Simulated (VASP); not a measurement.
```
CELL_PARAMETERS angstrom
     -1.60500     1.60500     3.91500
      1.60500    -1.60500     3.91500
      1.60500     1.60500    -3.91500
ATOMIC_POSITIONS crystal
  Si 0.66500 0.66500 0.00000
  Si 0.33500 0.33500 0.00000
  W  0.00000 0.00000 0.00000
```

Calculation: PBE GGA + U (Dudarev), VASP's PBE PAW potentials (set 64) (plane waves; VASP 6.6.1). Settings: 400 eV cut-off, 12×12×12 Γ-centred mesh, first-order Methfessel-Paxton smearing of 0.10 eV, potentials Si W_sv, U − J: W 1.00 eV.

Unless said otherwise, spin-orbit coupling is left out, though it shifts the bands of the heavy elements here.

**Question.** Predict the energy per atom (σ→0), pressure, largest force, band gap (on the k-mesh) with the smallest direct gap where there is one.

**Answer.** 
```
Item                                                         Value
------------------------  ----------------------------------------
band gap (on the k-mesh)  none (metal, semimetal or under 0.01 eV)
energy per atom (σ→0)                               -7.888 eV/atom
pressure                                                  4.80 GPa
largest force                                           0.137 eV/Å
```

Total energies compare only between runs with the same potentials, cut-off and functional.

The compound is WSi2 in the MoSi2 type structure. The cell was not relaxed at this level. The run is one of a series of settings (LDAU = .TRUE., LDAUJ = 0 0, LDAUL = -1 2, LDAUTYPE = 2, LDAUU = 0 1.0 against the base run), some of them coarse on purpose.
